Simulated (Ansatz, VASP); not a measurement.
# Ge (Germanium) in two plane-wave programs

One calculation is typed for both programs; each brings its own data sets. How far apart do they land? The cell is taken from a series of runs on this material, whose earlier steps may have relaxed, scaled, displaced or heated it; both programs get it as it stands.

Main program and level: Ansatz 0.2.0; plane waves, with VASP 6.6.1 beside it; zone-centre phonons at PBEsol.

### Step 1. Set-up

Symmetry: R-3m, No. 166, trigonal system. The conventional cell has a = 3.853 Å, b = 3.853 Å, c = 9.997 Å, α = 90.00°, β = 90.00°, γ = 120.00°. Nearest to Ge lie 4 Ge at 2.39 to 2.45 Å.

Structure file:

```cif
data_structure
_symmetry_space_group_name_H-M 'P 1'
_symmetry_Int_Tables_number 1
_cell_length_a 4.0066
_cell_length_b 4.0066
_cell_length_c 4.0066
_cell_angle_alpha 57.476
_cell_angle_beta 57.476
_cell_angle_gamma 57.476
_cell_volume 42.84
loop_
_atom_site_label
_atom_site_type_symbol
_atom_site_fract_x
_atom_site_fract_y
_atom_site_fract_z
_atom_site_occupancy
Ge1 Ge 0.50271 0.50271 0.50271 1
Ge2 Ge 0.74729 0.74729 0.74729 1
```

### Step 2. VASP: zone-centre phonons, PBEsol

Second derivatives magnify differences that forces hide, and they need a tight electronic threshold.

Lines of VASP's logs that name or quote its potential files are left out, and so is its time.

INCAR reads:

```
SYSTEM = Ge
PREC = Accurate
ENCUT = 500
EDIFF = 1E-08
NELM = 120
ISMEAR = 1
SIGMA = 0.2
LREAL = .FALSE.
ALGO = Normal
GGA = PS
NBANDS = 20
LORBIT = 11
LWAVE = .FALSE.
LCHARG = .FALSE.
ISIF = 2
IBRION = 8
LASPH = .TRUE.
GGA_COMPAT = .FALSE.
KPAR = 2
```

POSCAR reads:

```
Ge
1.0
    0.1077196714      2.8320681269      2.8320681269
    2.8320681269      0.1077196714      2.8320681269
    2.8320681269      2.8320681269      0.1077196714
Ge
2
Direct
    0.5027085464      0.5027085464      0.5027085464
    0.7472914536      0.7472914536      0.7472914536
```

KPOINTS reads:

```
Automatic mesh
0
Gamma
16 16 16
0 0 0
```

The projector-augmented-wave data sets are Ge_d (PBE family, release 64).

Command:

```bash
> mpirun -np 2 vasp_std
```

Numbers of over 12 decimals in the logs are rounded to 6 here.

The program printed:

```text
[banner, memory and clock lines left out]
running    2 mpi-ranks, on    1 nodes
 distrk:  each k-point on    1 cores,    2 groups
 distr:  one band on    1 cores,    1 groups

 POSCAR found type information on POSCAR Ge
 POSCAR found :  1 types and       2 ions
|                                                                             |
|               ----> ADVICE to this user running VASP <----                  |
|                                                                             |
|     You enforced a specific xc type in the INCAR file but a different       |
|     [... a line on the potential file left out ...]
|     I HOPE YOU KNOW WHAT YOU ARE DOING!                                     |
|                                                                             |

 LDA part: xc-table for (Slater+PW92), standard interpolation
 POSCAR, INCAR and KPOINTS ok, starting setup
 FFT: planning ... GRIDC
 FFT: planning ... GRID_SOFT
 FFT: planning ... GRID
 WAVECAR not read
 entering main loop
       N       E                     dE             d eps       ncg     rms          rms(c)
DAV:   1     0.181899324204E+03    0.18190E+03   -0.14521E+04 18048   0.381E+03
DAV:   2     0.152655536327E+02   -0.16663E+03   -0.16190E+03 16696   0.585E+02
DAV:   3    -0.919778011886E+01   -0.24463E+02   -0.24289E+02 18764   0.143E+02
DAV:   4    -0.996231644347E+01   -0.76454E+00   -0.76393E+00 18928   0.299E+01
DAV:   5    -0.997465594528E+01   -0.12340E-01   -0.12339E-01 18660   0.412E+00    0.351E+00
DAV:   6    -0.984880039390E+01    0.12586E+00   -0.44075E-02 19572   0.239E+00    0.200E+00
DAV:   7    -0.979108388576E+01    0.57717E-01   -0.84376E-02 17856   0.265E+00    0.169E-01
DAV:   8    -0.979201987948E+01   -0.93599E-03   -0.78316E-03 19232   0.112E+00    0.634E-02
DAV:   9    -0.979213893451E+01   -0.11906E-03   -0.26269E-04 18804   0.201E-01    0.273E-02
DAV:  10    -0.979215784981E+01   -0.18915E-04   -0.26822E-05 21632   0.514E-02    0.584E-03
DAV:  11    -0.979215915314E+01   -0.13033E-05   -0.36579E-06 18904   0.182E-02    0.167E-03
DAV:  12    -0.979215925542E+01   -0.10228E-06   -0.49208E-07 19244   0.931E-03    0.625E-04
DAV:  13    -0.979215923338E+01    0.22043E-07   -0.24882E-08 14860   0.149E-03    0.287E-04
DAV:  14    -0.979215922661E+01    0.67657E-08   -0.10893E-08 11232   0.170E-03
   1 F= -.97921592E+01 E0= -.97922426E+01  d E =0.250197E-03
 Linear response reoptimize wavefunctions to high precision
DAV:   1    -0.979215921991E+01    0.67012E-08   -0.34666E-09 15372   0.725E-04
DAV:   2    -0.979215921994E+01   -0.27285E-10   -0.18760E-10  9720   0.147E-04
 Linear response DOF=           1
 Linear response progress:
  Degree of freedom:   1/  1
       N       E                     dE             d eps       ncg     rms          rms(c)
RMM:   1    -0.186256974384E+00   -0.18626E+00    0.86896E+00 52509   0.457E+01
RMM:   2    -0.193611343975E+00   -0.73544E-02   -0.14539E-02 70909   0.118E+00    0.799E-02
RMM:   3    -0.193706627677E+00   -0.95284E-04   -0.10605E-03 76131   0.329E-01    0.462E-02
RMM:   4    -0.193666226011E+00    0.40402E-04   -0.61424E-05 80515   0.793E-02    0.475E-03
RMM:   5    -0.193668560820E+00   -0.23348E-05   -0.49083E-06 76647   0.171E-02    0.253E-03
RMM:   6    -0.193672204810E+00   -0.36440E-05   -0.16440E-07 79602   0.486E-03    0.521E-04
RMM:   7    -0.193671604267E+00    0.60054E-06   -0.40645E-08 80279   0.127E-03    0.174E-04
RMM:   8    -0.193670500724E+00    0.11035E-05   -0.17607E-08 81045   0.476E-04    0.377E-05
RMM:   9    -0.193670328280E+00    0.17244E-06   -0.10606E-08 72334   0.215E-04    0.148E-05
RMM:  10    -0.193670390710E+00   -0.62430E-07   -0.43684E-09 77692   0.103E-04    0.589E-06
RMM:  11    -0.193670425917E+00   -0.35207E-07   -0.73775E-09 83360   0.514E-05    0.337E-06
RMM:  12    -0.193670462891E+00   -0.36974E-07   -0.37759E-09 83448   0.315E-05    0.404E-07
RMM:  13    -0.193670460228E+00    0.26633E-08   -0.17260E-09 95062   0.242E-05    0.364E-07
 first order change of Fermi-energy   0.46461E+00
 force on displaced ion       1 direction 1 : -12.219   0.211   0.211
 Linear response finished
```

OUTCAR, selected parts (step 2):

```text
ion  position               nearest neighbor table
   1  0.503  0.503  0.503-   2 2.39   2 2.39   2 2.39   2 2.45
   2  0.747  0.747  0.747-   1 2.39   1 2.39   1 2.39   1 2.45

  LATTYP: Found a trigonal (rhomboedric) cell.
 ALAT       =     4.0065974690
 COS(alpha) =     0.5376467816

 Subroutine GETGRP returns: Found 12 space group operations
 (whereof  6 operations were pure point group operations)

The static configuration has the point symmetry C_3v.
 The point group associated with its full space group is D_3d.

 Found    417 irreducible k-points:

   k-points           NKPTS =    417   k-points in BZ     NKDIM =    417   number of bands    NBANDS=     20

   dimension x,y,z NGX =    30 NGY =   30 NGZ =   30
   dimension x,y,z NGXF=    60 NGYF=   60 NGZF=   60

   ENCUT  =  500.0 eV  36.75 Ry    6.06 a.u.   7.30  7.30  7.30*2*pi/ulx,y,z

   NELECT =      28.0000    total number of electrons

 k-points in reciprocal lattice and weights: Automatic mesh
   0.00000000  0.00000000  0.00000000       0.000
   0.06250000  0.00000000  0.00000000       0.001
   0.12500000  0.00000000  0.00000000       0.001
   0.18750000  0.00000000  0.00000000       0.001
   0.25000000  0.00000000  0.00000000       0.001
   0.31250000  0.00000000 -0.00000000       0.001
   0.37500000  0.00000000  0.00000000       0.001
   0.43750000 -0.00000000 -0.00000000       0.001
   0.50000000  0.00000000  0.00000000       0.001
[...]
-0.43750000  0.50000000  0.43750000       0.001
   0.50000000  0.50000000  0.50000000       0.000

 average (electrostatic) potential at core
       1 -73.6681       2 -73.6681

  Total        1.3454813      1.3454813      1.3454813     -0.6951826     -0.6951826     -0.6951826
  in kB       50.3207900     50.3207900     50.3207900    -25.9997194    -25.9997194    -25.9997194
  external PRESSURE =      50.3207900 kB  Pullay stress =       0.0000000 kB

  energy-cutoff  :      500.00
  volume of cell :       42.84
      direct lattice vectors                 reciprocal lattice vectors
     0.107719671  2.832068127  2.832068127    -0.186955328  0.180104913  0.180104913
     2.832068127  0.107719671  2.832068127     0.180104913 -0.186955328  0.180104913
     2.832068127  2.832068127  0.107719671     0.180104913  0.180104913 -0.186955328

 POSITION                                       TOTAL-FORCE (eV/Angst)
 -----------------------------------------------------------------------------------
      2.90156      2.90156      2.90156        -0.001883     -0.001883     -0.001883
      4.31326      4.31326      4.31326         0.001883      0.001883      0.001883
 -----------------------------------------------------------------------------------
    total drift:                               -0.000000     -0.000000      0.000000

 Eigenvectors and eigenvalues of the dynamical matrix
 ----------------------------------------------------

   1 f  =    9.147321 THz    57.474313 2PiTHz  305.121785 cm-1    37.830263 meV
             X         Y         Z           dx          dy          dz
      2.901561  2.901561  2.901561    -0.500000    0.500000   -0.000000
      4.313259  4.313259  4.313259     0.500000   -0.500000   -0.000000

   2 f  =    9.147321 THz    57.474313 2PiTHz  305.121785 cm-1    37.830263 meV
             X         Y         Z           dx          dy          dz
      2.901561  2.901561  2.901561    -0.288675   -0.288675    0.577350
      4.313259  4.313259  4.313259     0.288675    0.288675   -0.577350

   3 f  =    8.911620 THz    55.993359 2PiTHz  297.259643 cm-1    36.855482 meV
             X         Y         Z           dx          dy          dz
      2.901561  2.901561  2.901561    -0.408248   -0.408248   -0.408248
      4.313259  4.313259  4.313259     0.408248    0.408248    0.408248

   4 f  =    0.000000 THz     0.000001 2PiTHz    0.000004 cm-1     0.000000 meV
             X         Y         Z           dx          dy          dz
      2.901561  2.901561  2.901561    -0.003918   -0.009039    0.707038
      4.313259  4.313259  4.313259    -0.003918   -0.009039    0.707038

   5 f  =    0.000000 THz     0.000000 2PiTHz    0.000002 cm-1     0.000000 meV
             X         Y         Z           dx          dy          dz
      2.901561  2.901561  2.901561     0.674114    0.213374    0.006463
      4.313259  4.313259  4.313259     0.674114    0.213374    0.006463

   6 f/i=    0.000000 THz     0.000001 2PiTHz    0.000004 cm-1     0.000001 meV
             X         Y         Z           dx          dy          dz
      2.901561  2.901561  2.901561     0.213436   -0.674085   -0.007435
      4.313259  4.313259  4.313259     0.213436   -0.674085   -0.007435

 ELASTIC MODULI CONTR FROM IONIC RELAXATION (kBar)
 Direction    XX          YY          ZZ          XY          YZ          ZX
 --------------------------------------------------------------------------------
 XX          -7.9219     -6.2949     -6.2949     14.1773     40.2841     15.7597
 YY          -6.2949     -7.9219     -6.2949     15.7597     14.1773     40.2841
 ZZ          -6.2949     -6.2949     -7.9219     40.2841     15.7597     14.1773
 XY          14.1773     15.7597     40.2841   -343.5039     51.5517     51.5517
 YZ          40.2841     14.1773     15.7597     51.5517   -343.5039     51.5517
 ZX          15.7597     40.2841     14.1773     51.5517     51.5517   -343.5039
 --------------------------------------------------------------------------------
```

### Step 3. Ansatz: zone-centre phonons, PBEsol

Ansatz runs on its PAW soft_1 files.

The same cell, functional, mesh and smearing now go to Ansatz, which takes its cutoff from its data sets.

input.yaml reads:

```yaml
crystal:
  lattice:
    - [0.1077196714, 2.8320681269, 2.8320681269]
    - [2.8320681269, 0.1077196714, 2.8320681269]
    - [2.8320681269, 2.8320681269, 0.1077196714]
  atoms:
    - { symbol: Ge, position: [0.5027085464, 0.5027085464, 0.5027085464] }
    - { symbol: Ge, position: [0.7472914536, 0.7472914536, 0.7472914536] }
kpoints:
  mp_grid: { grid: [16, 16, 16] }
hamiltonian:
  xc: pbesol
  pseudopotentials: { kind: paw, azcp: { folder: soft_1 }, xc_functional: pbe }
scf:
  occupations: { method: methfessel_paxton, width: 0.2 }
output:
  eigenvalues: true
phonons:
  method: dfpt
```

Command:

```bash
> ansatz run input.yaml --threads 4 --pin off --max-ram 10240MiB --backend cpu --events-out ev --progress --plain --runs-dir out
```

The program printed:

```text
Engine: ansatz 0.2.0, aarch64-unknown-linux-gnu
Pseudopotentials: kind: paw
Pseudopotential: Ge, paw, valence charge 14, recommended cutoff 420 eV (normal), soft_1/Ge.paw.azcp
Functional definition: PBEsol
  exchange = pbesol_x
  correlation = pbesol_c
Crystal: 2 atoms, lattice volume = 42.839 Å³
Basis set: ecut = 420 eV, 851 PW (Γ), exchange–correlation on 64×64×64 points (8 copies of the dense FFT grid, shifted against one another)
Bands: 18, of which v1, the nominal top of the filled ones, is band 14 counted from 1 (13 counted from 0)
Symmetry: 12 space group operations
k-points: 1098 of 4096 (irreducible under 2 space group operations, time reversal used)
Non-local potential: Ge, projectors of the file, l = 0: 2, l = 1: 2, l = 2: 3, l = 3: 1
PAW form: soft (Blöchl's): semilocal exchange-correlation on the pseudo side does not see the compensation charge
PAW frozen core: Ge, regenerated for the run's functional, and the local potential with it (the file was generated under x = pbe(κ = 0.804, μ = 0.219515), c = pbe(β = 0.066725))
PAW one-centre angular grid: Ge, 590 points (default); XC on 64 Gauss nodes
Initial density: superposition of atomic densities (chi_scale 0.1, normalization cell)
Initial wavefunctions: pseudopotential atomic-orbital guess
Functional: x = pbesol(κ = 0.804, μ = 0.123457), c = pbesol(β = 0.046)
SCF iter   1: F=—  HF=-8507.008262 eV  |F-HF|=—  |Δ(HF+E_count)|=         —  Δρ=3.79e-2  dr2=4.98e-1  ethr=3.10e-3  ⟨swp⟩=5.1  Hψ=90984  notcnv=0
preconditioner: auto → Kerker (q_TF=auto, 2.542 Å⁻¹)  [metal: Δε(μ)=0.079 eV  Ē_g=23.527 eV  σ=0.200 eV  W_gap=0.31  n_scr=14 (ndim 8)  ℏωp=30.0 eV  f_vac=0.000  D(μ)=0.04/eV (n_scr^D=0)]
SCF iter   2: F=—  HF=-8506.976889 eV  |F-HF|=—  |Δ(HF+E_count)|=   3.14e-2  S|Δr|=    0.00e0  Δρ=2.46e-2  dr2=2.47e-1  ethr=1.78e-3  ⟨swp⟩=1.0  Hψ=28550  notcnv=0
SCF iter   3: F=—  HF=-8506.923525 eV  |F-HF|=—  |Δ(HF+E_count)|=   5.34e-2  S|Δr|=    0.00e0  Δρ=4.04e-3  dr2=1.22e-2  ethr=8.83e-4  ⟨swp⟩=2.0  Hψ=24239  notcnv=0
SCF iter   4: F=—  HF=-8506.924192 eV  |F-HF|=—  |Δ(HF+E_count)|=   6.67e-4  S|Δr|=    0.00e0  Δρ=2.43e-3  dr2=3.55e-3  ethr=4.35e-5  ⟨swp⟩=2.0  Hψ=33370  notcnv=0
SCF iter   5: F=—  HF=-8506.924423 eV  |F-HF|=—  |Δ(HF+E_count)|=   2.30e-4  S|Δr|=    0.00e0  Δρ=6.91e-4  dr2=1.60e-4  ethr=1.27e-5  ⟨swp⟩=2.0  Hψ=35143  notcnv=0
SCF iter   6: F=—  HF=-8506.924511 eV  |F-HF|=—  |Δ(HF+E_count)|=   8.82e-5  S|Δr|=    0.00e0  Δρ=1.50e-4  dr2=7.10e-6  ethr=5.70e-7  ⟨swp⟩=2.0  Hψ=35216  notcnv=0
SCF iter   7: F=—  HF=-8506.924524 eV  |F-HF|=—  |Δ(HF+E_count)|=   1.30e-5  S|Δr|=    0.00e0  Δρ=3.76e-5  dr2=6.00e-7  ethr=2.54e-8  ⟨swp⟩=2.0  Hψ=35235  notcnv=0
SCF iter   8: F=—  HF=-8506.924526 eV  |F-HF|=—  |Δ(HF+E_count)|=   1.86e-6  S|Δr|=    0.00e0  Δρ=1.01e-5  dr2=6.94e-8  ethr=2.14e-9  ⟨swp⟩=2.0  Hψ=35214  notcnv=0
SCF iter   9: F=—  HF=-8506.924526 eV  |F-HF|=—  |Δ(HF+E_count)|=   4.38e-8  S|Δr|=    0.00e0  Δρ=3.59e-6  dr2=9.43e-9  ethr=2.48e-10  ⟨swp⟩=2.0  Hψ=24182  notcnv=0
SCF iter  10: F=—  HF=-8506.924526 eV  |F-HF|=—  |Δ(HF+E_count)|=   1.96e-9  S|Δr|=    0.00e0  Δρ=7.75e-7  dr2=3.20e-10  ethr=3.37e-11  ⟨swp⟩=2.0  Hψ=24152  notcnv=0
SCF iter  11: F=—  HF=-8506.924526 eV  |F-HF|=—  |Δ(HF+E_count)|=  3.95e-10  S|Δr|=    0.00e0  Δρ=2.59e-7  dr2=1.23e-11  ethr=1.14e-12  ⟨swp⟩=2.8  Hψ=34922  notcnv=0
SCF iter  12: F=-8506.924526 eV  HF=-8506.924526 eV  |F-HF|=0.00e0  |Δ(HF+E_count)|=  1.82e-11  S|Δr|=    0.00e0  Δρ=4.43e-8  dr2=4.79e-13  ethr=1.00e-12  ⟨swp⟩=5.0  Hψ=73693  notcnv=0
SCF 1 converged in 12 iterations: F = -8506.924526 eV  dr2 = 4.79e-13
  greatest PAW one-centre occupation: 0.998 electrons in one spin orbital (limit 2), on the Ge atom at site 1 (counted from 0), in its partial waves of l = 2
DFPT response loops at Γ: preconditioner auto → Kerker (q_TF=auto, 2.542 Å⁻¹) (partly filled bands, converged f_vac=0.045); β = 1.00, the filter's whole step (`scf.mixing.beta` (0.50) is not read by the response loops under this deck's `scf.mixing.preconditioner`; to damp them name `kerker` or `kerker_dos`, under which they read `scf.mixing.beta`, and type it under 1.00, their step now; both keys bind the ground state too); Broyden in place of MSR1
SCF converged after 12 iterations
Stability not checked: this state was not tested for a lower state beside it, because cold or Methfessel-Paxton smearing, or corrected tetrahedra, fill the levels in a way that the test cannot read (fill_not_monotonic; see scf.lower_state_search)
Free energy (F): -8506.924526 eV
Harris-Foulkes:  -8506.924526 eV  (|F-HF|=0.00e0)
Internal energy: -8506.924778 eV  (E = F + TS)
E sigma→0 (E₀):  -8506.924589 eV
Entropy (-TS):   0.000252 eV (0.126 meV/atom)
Fermi energy:    9.302091 eV
--- Per-component energies (eV) ---
  E_band       = -285.414434
  E_kinetic    = 187.503710
  E_local      = -4422.442704  (includes V_loc(G=0)·N_el)
  E_nonlocal   = 439.459911
  E_hartree    = 2112.806394
  E_xc         = -143.064663
  E_vxc        = -131.479830  (∫ρ·V_xc dr)
  E_paw        = -3945.190419  (= ΣΔE_a)
  E_vpaw       = -584.068323  (= ΣTr[D̂ρ^β])
  E_aug_tail   = 0.000028  (compensation charges beyond the density's cutoff)
  E_ewald      = -2737.832910
  E_core_change = 1.835876  (= ΣΔE_core)
  E_smearing   = 0.000252  (= −TS)
  E_closure    = 0.000000  (closes the sum)
  Σ components = -8506.924526   (vs F -8506.924526, Δ=0.00e0)
--- Band table (eV; the first three rows and the last of 1098) ---
  k-point 0: bands = [... 10 lower, -4.0626, 8.7367, 9.3816, 9.3816, 9.4131, 11.6045, 11.9183, 11.9183]
  k-point 1: bands = [... 10 lower, -4.0105, 8.1995, 8.7710, 9.2606, 9.9934, 11.7924, 12.0649, 12.1670]
  k-point 2: bands = [... 10 lower, -3.8550, 6.9796, 8.4697, 8.9756, 10.1410, 11.9632, 12.4038, 13.0643]
  k-point 1097: bands = [... 10 lower, -2.0948, 1.1637, 8.0146, 8.0146, 10.1064, 13.1751, 13.1751, 16.5153]
--- Phonons (Γ-DFPT): 1 representative perturbation + reference, on 1098 of 4096 k-points (Σ response iterations 3) ---
  k mesh reduced under 2 symmetry operations, with k and −k counted as one. Each operation leaves every solved perturbation unchanged. A smaller set is not used because it would not reduce the number of displacements times k-points to solve
  ASR residual: 8.019e-6 → 0.000e0 eV/Å²; symmetrization residual: 3.148e-12 eV/Å²
  ASR residual per site (eV/Å²): 8.02e-6 8.02e-6
  Γ frequencies (cm⁻¹): 0.00 0.00 0.00 296.65 305.50 305.50
  non-analytic LO–TO correction: not included (Born effective charges unavailable; polar crystals: no LO–TO splitting at Γ)
```

### Step 4. Differences

Known differences besides the potentials themselves: the cutoff is 420 eV in Ansatz and 500 eV in VASP; Ansatz makes its cores anew for this functional, VASP keeps those of its PBE data sets. Total energies have different zeros and are not compared.

Both answers:

```tsv
quantity	Ansatz	VASP	difference
optical mode 1 (cm⁻¹)	296.6	297.3	-0.21 %
optical mode 2 to 3 (cm⁻¹)	305.5	305.1	+0.12 %
```

Modes are paired by rising frequency, not by their patterns, so a pair may set unlike modes beside each other; they are those without the splitting of longitudinal modes.

### Step 5. Summary of results

```json
{"r.m.s. difference of the optical zone-centre modes, each program's sorted by frequency (zone-centre phonons, PBEsol)": "0.47 cm⁻¹"}
```

**Reading.** The r.m.s. difference of the optical zone-centre modes, each program's sorted by frequency is 0.47 cm⁻¹ (zone-centre phonons, PBEsol). Such differences can come from data sets, numerical settings and the points named under the comparisons, not from the functional's error against experiment.

[Lines on the potential files, build, host, timing and source positions are cut from VASP's logs without a mark.]

[Logs are printed without paths, hosts, clocks, repeated set-up lines and the standing remarks that a program may print on its own settings, such as how far it seeks lower states.]

[Hosts, paths, dates, database ids (printed as entryN), source tags and the programs' standing remarks are cut or masked in the printed files.]
